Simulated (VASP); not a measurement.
```yaml
crystal:
  lattice:
    - [6.34490, 0.00000, 0.00000]
    - [3.17245, 4.48652, 0.00000]
    - [0.00000, 0.00000, 20.78494]
  atoms:
    - { symbol: W, position: [0.74672, 0.50652, 0.34123] }
    - { symbol: W, position: [0.24677, 0.50652, 0.34123] }
    - { symbol: W, position: [0.74671, 0.00658, 0.34160] }
    - { symbol: W, position: [0.24675, 0.00649, 0.34131] }
    - { symbol: W, position: [0.99679, 0.00695, 0.44516] }
    - { symbol: W, position: [0.49626, 0.00695, 0.44516] }
    - { symbol: W, position: [0.99705, 0.50590, 0.44534] }
    - { symbol: W, position: [0.49600, 0.50799, 0.44534] }
    - { symbol: W, position: [0.74619, 0.50770, 0.55409] }
    - { symbol: W, position: [0.24610, 0.50770, 0.55409] }
    - { symbol: W, position: [0.74613, 0.00774, 0.55226] }
    - { symbol: W, position: [0.24613, 0.00774, 0.55354] }
    - { symbol: W, position: [0.98438, 0.00822, 0.65789] }
    - { symbol: W, position: [0.50740, 0.00822, 0.65789] }
    - { symbol: W, position: [0.00087, 0.49826, 0.66022] }
    - { symbol: W, position: [0.49097, 0.51805, 0.66024] }
    - { symbol: Si, position: [0.24627, 0.00747, 0.74442] }
```

Calculation: PBE GGA, VASP's PBE PAW potentials (set 64) (plane waves; VASP 6.6.1). Numerical set-up: PREC = Normal, 400 eV cut-off, 5×6×1 Γ-centred mesh, first-order Methfessel-Paxton smearing of 0.10 eV, potentials W Si.

Unless said otherwise, spin-orbit coupling is left out, though it shifts the bands of the heavy elements here.

Problem. What does the run give for the energy per atom (σ→0), band gap (on the k-mesh) with the smallest direct gap where there is one?

Solution. 
```json
{
 "band gap (on the k-mesh)": "none (metal, semimetal or under 0.01 eV)",
 "energy per atom (σ→0)": "-11.947 eV/atom"
}
```

Only differences to runs with the same potentials and settings are physical.

The cell is a thin slab with vacuum, built from W (bcc): (110) face, Si adsorbed.
